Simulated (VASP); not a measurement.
Data:

```
CELL_PARAMETERS angstrom
      1.99051    -2.04307     0.00000
      1.99051     2.04307     0.00000
      0.00000     0.00000     5.06892
ATOMIC_POSITIONS crystal
  Cu 0.00000 0.50000 0.00000
  Cu 0.50000 0.00000 0.50000
  O  0.50000 0.50000 0.25000
  O  0.50000 0.50000 0.75000
```

The numbers are results of LDA (Ceperley-Alder, Perdew-Zunger), VASP's LDA PAW potentials (set 64) (plane waves; VASP), not measurements. Numerical set-up: 520 eV cut-off, Gaussian smearing of 0.050 eV, potentials Cu O.

### Question
Predict the band gap (along the path) with the smallest direct gap where there is one.

### Answer

band gap (along the path): none (metal, semimetal or under 0.01 eV)

Total energies compare only between runs with the same potentials, cut-off and functional.

The structure comes from a computed database's CuO entry (Cccm); how it stands against other phases isn't given here. It was relaxed first, which changed the volume by -7 %.
